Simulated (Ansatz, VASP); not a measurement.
# One calculation of PC2, two programs

```
CELL_PARAMETERS angstrom
2.75769 0.00000 0.00000
-1.37884 2.38823 0.00000
0.00000 0.00000 7.01934
ATOMIC_POSITIONS crystal
P 0.00000 0.00000 0.50000
P 0.00000 0.00000 0.00000
C 0.66667 0.33333 0.37980
C 0.33333 0.66667 0.62020
C 0.33333 0.66667 0.87980
C 0.66667 0.33333 0.12020
```

Alike in both runs: task single point; functional PBE; k mesh 9 × 9 × 4; occupations gaussian, width 0.1 eV; no spin polarisation.

```csv
,VASP,Ansatz
version,VASP 6.6.1,Ansatz 0.2.0
potentials or method,"VASP PAW PBE potentials, release 64 (P, C)","scalar-relativistic, plane waves, PAW"
plane-wave cutoff (eV),520,420
valence electrons in the cell,26,26
```

```csv
,VASP,Ansatz,Ansatz less VASP
gap on the k mesh at the Fermi level (eV),none,none,-
rms of the force components (eV/Å),3.998,4.018,+0.0204
```

Atom by atom the forces differ by 0.020 eV/Å (rms over components). A gap of «none» marks a metal or a gap that the smearing closes.

Caveats: forces of over 1 eV/Å show positions far from the minimum, so gaps and moduli don't describe the material at rest.
